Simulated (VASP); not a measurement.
Consider the following.

```
CELL_PARAMETERS angstrom
      0.00000     2.04045     2.04045
      2.04045     0.00000     2.04045
      2.04045     2.04045     0.00000
ATOMIC_POSITIONS crystal
  Au 0.00000 0.00000 0.00000
```

Computed with PBEsol GGA, VASP's PBE PAW potentials (set 64) (plane waves; VASP 6.6.1). Settings: 480 eV cut-off, 14×14×14 Γ-centred mesh, first-order Methfessel-Paxton smearing of 0.10 eV, potentials Au.

Energy and stress use the plane-wave basis of the starting cell.

Problem. The ions, cell shape and volume at an external pressure of 30.0 GPa are relaxed. Predict the relaxed structure.

Solution. 
```
CELL_PARAMETERS angstrom
      0.00000     1.96026     1.96026
      1.96026     0.00000     1.96026
      1.96026     1.96026     0.00000
ATOMIC_POSITIONS crystal
  Au 0.00000 0.00000 0.00000
```
Space group Fm-3m (225), at a tolerance of 0.03 Å.

Problem. How do energy and volume change from the first to the last step?

Solution. The energy (σ→0) changes by +157.9 meV/atom and the volume by -11.3 %, in 5 ionic steps.

| step | E(σ→0) (eV) | max force (eV/Å) | pressure (GPa) | volume (Å³) |
|---|---|---|---|---|
| 1 | -3.9219 | 0.000 | 0.00 | 16.99 |
| 2 | 0.4368 | 0.000 | 352.71 | 10.31 |
| 3 | -3.8074 | 0.000 | 24.63 | 15.32 |
| 4 | -3.7852 | 0.000 | 27.47 | 15.18 |
| 5 | -3.7640 | 0.000 | 30.04 | 15.07 |

The compound is Au in the fcc structure. This run relaxes it under an external pressure of 30 GPa. Symmetry was kept, so distortions that lower it aren't found.
